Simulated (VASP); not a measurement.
Input:

```xyz
1
Lattice="0.0000 2.0323 2.0323 2.0323 0.0000 2.0323 2.0323 2.0323 0.0000" Properties=species:S:1:pos:R:3 pbc="T T T"
Ag     0.0000     0.0000     0.0000
```

Calculation: MS2 meta-GGA, VASP's PBE PAW potentials (set 64) (plane waves; VASP 6.6.1). Settings: 520 eV cut-off, 17×17×17 Γ-centred mesh, tetrahedra with Blöchl corrections, potentials Ag.

### Question
Estimate the energy per atom (σ→0), band gap (over mesh and band path) with the smallest direct gap where there is one.

### Answer

- band gap (over mesh and band path) = none (metal, semimetal or under 0.01 eV)
- energy per atom (σ→0) = -0.201 eV/atom

Only differences to runs with the same potentials and settings are physical.

The compound is Ag in the fcc structure. It was relaxed first.
